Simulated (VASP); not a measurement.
Here is the system:

```yaml
crystal:
  lattice:
    - [2.30758, -3.99685, 0.00000]
    - [2.30758, 3.99685, 0.00000]
    - [0.00000, 0.00000, 7.54425]
  atoms:
    - { symbol: Ag, position: [0.66667, 0.33333, 0.50009] }
    - { symbol: Ag, position: [0.33333, 0.66667, 0.00009] }
    - { symbol: I, position: [0.66667, 0.33333, 0.87491] }
    - { symbol: I, position: [0.33333, 0.66667, 0.37491] }
```

Level of theory: optB86b-vdW, VASP's PBE PAW potentials (set 64) (plane waves; VASP). Settings: 520 eV cut-off, 6×6×4 Γ-centred mesh, tetrahedra with Blöchl corrections, potentials Ag I.

Unless said otherwise, spin-orbit coupling is left out, though it shifts the bands of the heavy elements here.

### Question
Estimate the energy per atom (σ→0), band gap (on the k-mesh) with the smallest direct gap where there is one.

### Answer

The band gap (on the k-mesh) is 1.26 eV. The smallest direct gap (on the k-mesh) is 1.26 eV and the energy per atom (σ→0) is 0.124 eV/atom.

The compound is AgI in the wurtzite structure. It was relaxed first.
